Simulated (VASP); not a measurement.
**Sc3TiN4 (ordered alloy cell): computed properties**

Method: PBEsol GGA, VASP's PBE PAW potentials (set 64) (plane waves; VASP).

```yaml
space_group: R-3m (166)
cell: a = b = 3.104 Å, c = 30.569 Å, α = β = 90.00°, γ = 120.00°
volume_per_atom: 10.62 Å³/atom
band gap (over mesh and band path): none (metal, semimetal or under 0.01 eV)
density: 4.66 g/cm³
```

```
CELL_PARAMETERS angstrom
      0.00000     2.19453     2.19453
      2.19453     0.00000     2.19453
      8.80912     8.80912    -0.03102
ATOMIC_POSITIONS crystal
  Ti 0.00000 0.00000 0.00000
  N  0.51298 0.51298 0.11526
  N  0.50407 0.50407 0.37195
  N  0.49593 0.49593 0.62805
  N  0.48702 0.48702 0.88474
  Sc 0.00505 0.00505 0.24621
  Sc 0.00000 0.00000 0.50000
  Sc 0.99495 0.99495 0.75379
```

The structure was generated: Sc3TiN4 was put into an ordered model structure (R-3m), which need not be its known phase. It was relaxed first. Symmetry was kept, so distortions that lower it aren't found. The electron count is odd and the run is not spin-polarised, which forces a metal.
